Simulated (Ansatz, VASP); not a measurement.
SrMg6Sn in VASP and in Ansatz

Contents of INCAR:

```
SYSTEM = SrMg6Sn
PREC = Accurate ; ENCUT = 520
EDIFF = 1E-7 ; ISMEAR = -1
SIGMA = 0.05 ; LREAL = .False.
LASPH = .True. ; NELM = 80
ALGO = Normal ; ISIF = 2
LWAVE = .False. ; LCHARG = .False.
GGA = PE ; NBANDS = 28
```

Contents of KPOINTS:

```
Automatic mesh
0
Gamma
  5 5 5
  0 0 0
```

The input POSCAR:

```
SrMg6Sn
1.0
    5.2593610000      0.0000000000      0.0000000000
    0.0000000000      3.2786810000      6.0624270000
    0.0000000000     -3.2786810000      6.0624270000
Sn Sr Mg
1 1 6
Direct
    0.5000000000      0.1630050000      0.1630050000
    0.5000000000      0.6708930000      0.6708930000
    0.0000000000      0.8426250000      0.8426250000
    0.0000000000      0.3342890000      0.3342890000
    0.0000000000      0.3173420000      0.8345920000
    0.0000000000      0.8345920000      0.3173420000
    0.5000000000      0.1672840000      0.6699660000
    0.5000000000      0.6699660000      0.1672840000
```

The input input.yaml:

```yaml
crystal:
  lattice:
    - [5.259361, 0.0, 0.0]
    - [0.0, 3.278681, 6.062427]
    - [0.0, -3.278681, 6.062427]
  atoms:
    - { symbol: Sn, position: [0.5, 0.163005, 0.163005] }
    - { symbol: Sr, position: [0.5, 0.670893, 0.670893] }
    - { symbol: Mg, position: [0.0, 0.842625, 0.842625] }
    - { symbol: Mg, position: [0.0, 0.334289, 0.334289] }
    - { symbol: Mg, position: [0.0, 0.317342, 0.834592] }
    - { symbol: Mg, position: [0.0, 0.834592, 0.317342] }
    - { symbol: Mg, position: [0.5, 0.167284, 0.669966] }
    - { symbol: Mg, position: [0.5, 0.669966, 0.167284] }
hamiltonian:
  xc: pbe
  pseudopotentials: { kind: paw }
kpoints:
  mp_grid: { grid: [5, 5, 5] }
scf:
  occupations: { method: fermi_dirac, width: 0.05 }
output:
  forces: true
  stress: true
  eigenvalues: true
  write_density: true
  write_potential: true
  elf: true
  volumetric_format: npy
```

The cell comes from a database or a generator and needn't be the stable form of this composition.

Alike in both runs: task single point; functional PBE; k mesh 5 × 5 × 5; occupations fermi-dirac, width 0.05 eV; no spin polarisation.

```csv
,VASP,Ansatz
version,VASP 6.6.1,Ansatz 0.2.0
potentials or method,"VASP PAW PBE potentials, release 64 (Sn_d, Sr_sv, Mg)",Ansatz PAW
plane-wave cutoff (eV),520,420
valence electrons in the cell,36,84
```

```csv
,VASP,Ansatz,Ansatz less VASP
gap on the k mesh at the Fermi level (eV),none,none,-
pressure (GPa),-0.1,-0.1,+0.07
largest component of the traceless stress (GPa),0.36,0.34,-0.012
rms of the force components (eV/Å),0.032,0.031,-0.0008
```

Atom by atom the forces differ by 0.002 eV/Å (rms over components). A gap of «none» marks a metal or a gap that the smearing closes. The two sets of potentials don't hold the same shells in valence.
